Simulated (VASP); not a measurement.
# Al3InN4 (P6_3mc) in VASP: single point with r2SCAN

Aim: the single point of Al3InN4 with r2SCAN.

Program: VASP 6.6.1. These are calculated values, not measurements. Logs are shortened: lines on timing, memory, paths and dates and some standing lists are left out, and cuts for length are marked.

## 1. Starting point

The structure is hexagonal, space group P6_3mc (No. 186). Conventional cell: a = 6.463 Å, b = 6.463 Å, c = 5.229 Å, α = 90.00°, β = 90.00°, γ = 120.00°. Around Al (site symmetry m) lie 4 N at 1.90 to 1.96 Å. In (site symmetry 3m) is surrounded by 4 N at 2.14 to 2.20 Å. N (site symmetry m) is surrounded by 3 Al at 1.90 to 1.91 Å and 1 In at 2.14 Å. Around N (site symmetry 3m) lie 3 Al at 1.96 Å and 1 In at 2.20 Å.

The cell was built by a generator and needn't be a form met in nature.

## 2. Single point, r2SCAN

Input file INCAR:

```
SYSTEM = Al3InN4
PREC = Accurate ; ENCUT = 520
EDIFF = 1E-6 ; ISMEAR = 0
SIGMA = 0.03 ; LREAL = .FALSE.
LASPH = .TRUE. ; NELM = 150
ALGO = Normal ; ISIF = 2
LWAVE = .FALSE. ; LCHARG = .FALSE.
METAGGA = R2SCAN ; LMIXTAU = .TRUE.
KPAR = 8
```

Input file KPOINTS:

```
regular mesh
0
G
  6 6 6
  0 0 0
```

Input file POSCAR:

```
Al3InN4
1.0
    6.4632870000      0.0000000000      0.0000000000
   -3.2316440000      5.5973710000      0.0000000000
    0.0000000000      0.0000000000      5.2290200000
Al In N
6 2 8
Direct
    0.1623900000      0.3247800000      0.0002660000
    0.1623900000      0.8376100000      0.0002660000
    0.6752200000      0.8376100000      0.0002660000
    0.3247800000      0.1623900000      0.5002660000
    0.8376100000      0.1623900000      0.5002660000
    0.8376100000      0.6752200000      0.5002660000
    0.3333330000      0.6666670000      0.4992680000
    0.6666670000      0.3333330000      0.9992680000
    0.1531310000      0.3062620000      0.3650890000
    0.1531310000      0.8468690000      0.3650890000
    0.6937380000      0.8468690000      0.3650890000
    0.3333330000      0.6666670000      0.9194800000
    0.3062620000      0.1531310000      0.8650890000
    0.8468690000      0.1531310000      0.8650890000
    0.8468690000      0.6937380000      0.8650890000
    0.6666670000      0.3333330000      0.4194800000
```

Potentials or basis: VASP PAW PBE potentials, release 64 (Al, In_d, N).

The run is started by

```bash
$ cat potpaw_PBE.64/Al/POTCAR potpaw_PBE.64/In_d/POTCAR potpaw_PBE.64/N/POTCAR > POTCAR
$ mpirun -np 8 vasp_std > vasp.out
```

OUTCAR:

```text
SYSTEM = Al3InN4
   PREC = Accurate
   ENCUT = 520
   EDIFF = 1E-6
   ISMEAR = 0
   LREAL = .FALSE.
   LASPH = .TRUE.
   NELM = 150
   ISIF = 2
   METAGGA = R2SCAN

 ion  position               nearest neighbor table
   1  0.162  0.325  0.000-  14 1.90  13 1.90   9 1.91  12 1.96   3 3.15   2 3.15   5 3.18   5 3.18
                             4 3.18   4 3.18   8 3.23   8 3.23   7 3.24   7 3.24   3 3.31   2 3.31
   2  0.162  0.838  0.000-  15 1.90  13 1.90  10 1.91  12 1.96   3 3.15   1 3.15   6 3.18   6 3.18
                             4 3.18   4 3.18   8 3.23   8 3.23   7 3.24   7 3.24   3 3.31   1 3.31
   3  0.675  0.838  0.000-  14 1.90  15 1.90  11 1.91  12 1.96   1 3.15   2 3.15   5 3.18   5 3.18
                             6 3.18   6 3.18   8 3.23   8 3.23   7 3.24   7 3.24   1 3.31   2 3.31
   4  0.325  0.162  0.500-  10 1.90   9 1.90  13 1.91  16 1.96   6 3.15   5 3.15   2 3.18   2 3.18
                             1 3.18   1 3.18   7 3.23   7 3.23   8 3.24   8 3.24   6 3.31   5 3.31
   5  0.838  0.162  0.500-   9 1.90  11 1.90  14 1.91  16 1.96   4 3.15   6 3.15   1 3.18   1 3.18
                             3 3.18   3 3.18   7 3.23   7 3.23   8 3.24   8 3.24   4 3.31   6 3.31
   6  0.838  0.675  0.500-  10 1.90  11 1.90  15 1.91  16 1.96   4 3.15   5 3.15   2 3.18   2 3.18
                             3 3.18   3 3.18   7 3.23   7 3.23   8 3.24   8 3.24   4 3.31   5 3.31
   7  0.333  0.667  0.499-  10 2.14  11 2.14   9 2.14  12 2.20   6 3.23   4 3.23   5 3.23   5 3.23
                             6 3.23   4 3.23   2 3.24   3 3.24   1 3.24   2 3.24   3 3.24   1 3.24
   8  0.667  0.333  0.999-  14 2.14  13 2.14  15 2.14  16 2.20   1 3.23   3 3.23   2 3.23   2 3.23
                             1 3.23   3 3.23   5 3.24   4 3.24   6 3.24   5 3.24   4 3.24   6 3.24
   9  0.153  0.306  0.365-   5 1.90   4 1.90   1 1.91   7 2.14
  10  0.153  0.847  0.365-   6 1.90   4 1.90   2 1.91   7 2.14
  11  0.694  0.847  0.365-   5 1.90   6 1.90   3 1.91   7 2.14
  12  0.333  0.667  0.919-   2 1.96   3 1.96   1 1.96   7 2.20
  13  0.306  0.153  0.865-   2 1.90   1 1.90   4 1.91   8 2.14
  14  0.847  0.153  0.865-   1 1.90   3 1.90   5 1.91   8 2.14
  15  0.847  0.694  0.865-   2 1.90   3 1.90   6 1.91   8 2.14
  16  0.667  0.333  0.419-   5 1.96   4 1.96   6 1.96   8 2.20

  LATTYP: Found a hexagonal cell.
 ALAT       =     6.4632870000
 C/A-ratio  =     0.8090341648

  Lattice vectors:

 A1 = (   6.4632870000,   0.0000000000,   0.0000000000)
 A2 = (  -3.2316440000,   5.5973710000,   0.0000000000)
 A3 = (   0.0000000000,   0.0000000000,   5.2290200000)

Analysis of symmetry for initial positions (statically):
=====================================================================
 Subroutine PRICEL returns:
 Original cell was already a primitive cell.

 Routine SETGRP: Setting up the symmetry group for a
 hexagonal supercell.

 Subroutine GETGRP returns: Found 12 space group operations
 (whereof  6 operations were pure point group operations)
 out of a pool of 24 trial point group operations.

The static configuration has the point symmetry C_3v.
 The point group associated with its full space group is C_6v.

Analysis of symmetry for dynamics (positions and initial velocities):
=====================================================================
 Subroutine PRICEL returns:
 Original cell was already a primitive cell.

 Routine SETGRP: Setting up the symmetry group for a
 hexagonal supercell.

 Subroutine GETGRP returns: Found 12 space group operations
 (whereof  6 operations were pure point group operations)
 out of a pool of 24 trial point group operations.

The dynamic configuration has the point symmetry C_3v.
 The point group associated with its full space group is C_6v.

 Subroutine INISYM returns: Found 12 space group operations
 (whereof  6 operations are pure point group operations),
 and found     1 'primitive' translations

----------------------------------------------------------------------------------------

                                     Primitive cell

  volume of cell :     189.1724

  direct lattice vectors                    reciprocal lattice vectors
     6.463287000  0.000000000  0.000000000     0.154720036  0.089327664  0.000000000
    -3.231644000  5.597371000  0.000000000     0.000000000  0.178655301  0.000000000
     0.000000000  0.000000000  5.229020000     0.000000000  0.000000000  0.191240424

  length of vectors
     6.463287000  6.463287480  5.229020000     0.178655314  0.178655301  0.191240424

  position of ions in fractional coordinates (direct lattice)
     0.162390000  0.324780000  0.000266000
     0.162390000  0.837610000  0.000266000
     0.675220000  0.837610000  0.000266000
     0.324780000  0.162390000  0.500266000
     0.837610000  0.162390000  0.500266000
     0.837610000  0.675220000  0.500266000
[... 8 lines left out ...]
     0.846869000  0.693738000  0.865089000
     0.666667000  0.333333000  0.419480000

  ion indices of the primitive-cell ions
   primitive index   ion index
                 1           1
                 2           2
                 3           3
                 4           4
                 5           5
                 6           6
[... 8 lines left out ...]
                15          15
                16          16

----------------------------------------------------------------------------------------

 KPOINTS: regular mesh

Automatic generation of k-mesh.
 Grid dimensions read from file:
 generate k-points for:    6    6    6

 Generating k-lattice:

  Cartesian coordinates                     Fractional coordinates (reciprocal lattice)
     0.025786673  0.014887944  0.000000000     0.166666667  0.000000000  0.000000000
     0.000000000  0.029775883  0.000000000     0.000000000  0.166666667  0.000000000
     0.000000000  0.000000000  0.031873404     0.000000000  0.000000000  0.166666667

  Length of vectors
     0.029775886  0.029775883  0.031873404

  Shift w.r.t. Gamma in fractional coordinates (k-lattice)
     0.000000000  0.000000000  0.000000000

 Subroutine IBZKPT returns following result:
 ===========================================

 Found     28 irreducible k-points:

 Following reciprocal coordinates:
            Coordinates               Weight
  0.000000  0.000000  0.000000      1.000000
  0.166667  0.000000  0.000000      6.000000
  0.333333 -0.000000  0.000000      6.000000
  0.500000  0.000000  0.000000      3.000000
  0.166667  0.166667  0.000000      6.000000
  0.333333  0.166667  0.000000     12.000000
[... 16 lines left out ...]
  0.166667  0.000000  0.500000      6.000000
  0.333333 -0.000000  0.500000      6.000000
 [... further k-points ...]
   k-points           NKPTS =     28   k-points in BZ     NKDIM =     28   number of bands    NBANDS=     51
   number of dos      NEDOS =    301   number of ions     NIONS =     16
   total plane-waves  NPLWV =  92160
   dimension x,y,z NGX =    48 NGY =   48 NGZ =   40
   dimension x,y,z NGXF=    96 NGYF=   96 NGZF=   80
   ions per type =               6   2   8
   NGX,Y,Z   is equivalent  to a cutoff of  12.35, 12.35, 12.72 a.u.
   NGXF,Y,Z  is equivalent  to a cutoff of  24.69, 24.69, 25.43 a.u.
 SYSTEM =  Al3InN4
   PREC   = accura    normal or accurate (medium, high low for compatibility)
   ISTART =      0    job   : 0-new  1-cont  2-samecut
   ICHARG =      2    charge: 1-file 2-atom 10-const
   ISPIN  =      1    spin polarized calculation?
   LNONCOLLINEAR =      F non collinear calculations
   LSORBIT =      F    spin-orbit coupling
   LASPH  =      T    aspherical Exc in radial PAW
   ENCUT  =  520.0 eV  38.22 Ry    6.18 a.u.  12.02 12.02  9.72*2*pi/ulx,y,z
   NELM   =    150;   NELMIN=  2; NELMDL= -5     # of ELM steps
   EDIFF  = 0.1E-05   stopping-criterion for ELM
   LREAL  =      F    real-space projection
[... 7 lines left out ...]
   TEBEG  =    0.0;   TEEND  =   0.0 temperature during run
   PSTRESS=    0.0 pullay stress
   NELECT =      84.0000    total number of electrons
   NUPDOWN=      -1.0000    fix difference up-down
   EMIN   =  10.00;   EMAX   =-10.00  energy-range for DOS
   EFERMI =   0.00;   METHOD = LEGACY
   ISMEAR =     0;   SIGMA  =   0.03  broadening in eV -4-tet -1-fermi 0-gaus
   EFERMI_NEDOS =   21; number of points for ismear=-14 and -15
   IALGO  =     38    algorithm
   IMIX   =      4    mixing-type and parameters
     AMIX     =   0.40;   BMIX     =  1.00
     AMIX_MAG =   1.60;   BMIX_MAG =  1.00
  volume/ion in A,a.u.               =      11.82        79.79
  Fermi-wavevector in a.u.,A,eV,Ry     =   1.248960  2.360193 21.223754  1.559902
  Thomas-Fermi vector in A             =   2.383023
   LORBIT       =      0    0 simple, 1 ext, 2 COOP (PROOUT), +10 PAW based schemes
   METAGGA = R2SCAN    functional components
   LHFCALC =     F    Hartree Fock is set to
   AEXX    =    0.0000 exact exchange contribution
   IVDW    =     0    specifies the selected vdW correction
   LEPSILON=     F    determine dielectric tensor
   LRPA    =     F    only Hartree local field effects (RPA)
 non-spin polarized calculation
 Gauss-broadening in eV      SIGMA  =   0.03
  energy-cutoff  :      520.00
  volume of cell :      189.17
 maximum number of plane-waves:      5110
   NGX = 25   NGY = 25   NGZ = 19

 number of electron      83.9999992 magnetization

 Free energy of the ion-electron system (eV)
  ---------------------------------------------------
  ext. energy  EPLUGINS =         0.00000000
  ---------------------------------------------------
  free energy    TOTEN  =      -178.53857300 eV

  energy without entropy =     -178.53857300  energy(sigma->0) =     -178.53857300

 E-fermi :   5.9583     XC(G=0): -11.3911

 val. band max:        5.8068265360   @ k =   0.0000   0.0000   0.0000
 cond. band min:       8.8516557649   @ k =   0.0000   0.0000   0.0000
 fundamental gap:      3.0448292289
 Fermi energy:         5.9582909142

 k-point     1 :       0.0000    0.0000    0.0000
  band No.  band energies     occupation
      1      -9.7666      2.00000
      2      -8.7835      2.00000
      3      -8.7834      2.00000
      4      -8.7023      2.00000
      5      -8.3861      2.00000
      6      -8.3515      2.00000
[... 43 lines left out ...]
     50      12.2598      0.00000
     51      13.0307      0.00000
[... 1240 lines left out ...]
     50      12.9348      0.00000
     51      14.3764      0.00000

 [... further k-points ...]
[... 5 lines left out ...]
  --------------------------------------------------------------------------------------
  -------------------------------------------------------------------------------------
  Total       -5.1000919     -5.1000924     -5.3512499      0.0000005      0.0000000      0.0000000
  in kB      -43.1947282    -43.1947323    -45.3218861      0.0000039      0.0000000      0.0000000
  external PRESSURE =     -43.9037822 kB  Pullay stress =       0.0000000 kB

 VOLUME and BASIS-vectors are now :
 -----------------------------------------------------------------------------
  energy-cutoff  :      520.00
  volume of cell :      189.17
      direct lattice vectors                 reciprocal lattice vectors
     6.463287000  0.000000000  0.000000000     0.154720036  0.089327664  0.000000000
    -3.231644000  5.597371000  0.000000000     0.000000000  0.178655301  0.000000000
     0.000000000  0.000000000  5.229020000     0.000000000  0.000000000  0.191240424

 POSITION                                       TOTAL-FORCE (eV/Angst)
 -----------------------------------------------------------------------------------
     -0.00000      1.81791      0.00139         0.000000     -0.062979      0.016388
     -1.65728      4.68841      0.00139        -0.054541      0.031489      0.016388
      1.65728      4.68841      0.00139         0.054541      0.031489      0.016388
      1.57436      0.90896      2.61590        -0.054541     -0.031489      0.016388
      4.88893      0.90896      2.61590         0.054541     -0.031489      0.016388
      3.23164      3.77946      2.61590        -0.000000      0.062979      0.016388
[... 8 lines left out ...]
      3.23164      3.88311      4.52357         0.000000     -0.032263      0.015873
      3.23165      1.86579      2.19347        -0.000000      0.000000     -0.034662
 -----------------------------------------------------------------------------------
    total drift:                                0.001863     -0.001076      0.051405

  FREE ENERGIE OF THE ION-ELECTRON SYSTEM (eV)
  ---------------------------------------------------
  free  energy   TOTEN  =      -178.5385730043 eV

  energy  without entropy=     -178.5385730043  energy(sigma->0) =     -178.53857300
```

Wall time 2.7 min (8 MPI ranks of Intel Xeon Platinum 8488C (Sapphire Rapids), shared host); peak memory 0.51 GiB.

Results:

```
Free energy            : -178.5386 eV
Pressure               : -4.4 GPa
Largest force          : 0.065 eV/Å
Band gap on the k mesh : 3.04 eV, direct
```

Forces in eV/Å, atoms in the order of the input:
```
Al   0.000 -0.063  0.016
Al  -0.055  0.031  0.016
Al   0.055  0.031  0.016
Al  -0.055 -0.031  0.016
Al   0.055 -0.031  0.016
Al   0.000  0.063  0.016
In   0.000  0.000 -0.062
In   0.000  0.000 -0.062
N    0.000  0.032  0.016
N    0.028 -0.016  0.016
N   -0.028 -0.016  0.016
N    0.000  0.000 -0.035
N    0.028  0.016  0.016
N   -0.028  0.016  0.016
N    0.000 -0.032  0.016
N    0.000  0.000 -0.035
```

Levels at points of the mesh, in eV from the valence-band top:
```csv
k point,band 40,band 41,band 42,band 43,band 44,band 45
"(0.00, 0.00, 0.00)",-0.07,0.00,0.00,3.04,5.13,6.00
"(0.50, 0.00, 0.00)",-0.43,-0.19,-0.14,5.02,5.16,6.15
"(0.00, 0.00, 0.50)",-0.21,-0.21,-0.21,4.78,4.78,5.44
"(0.50, 0.00, 0.50)",-0.51,-0.37,-0.37,5.39,5.39,6.32
```

Caveat: the PAW data sets were made with another functional, which shifts forces and pressure a little; spin-orbit coupling is left out, which moves the levels of the heavy elements.
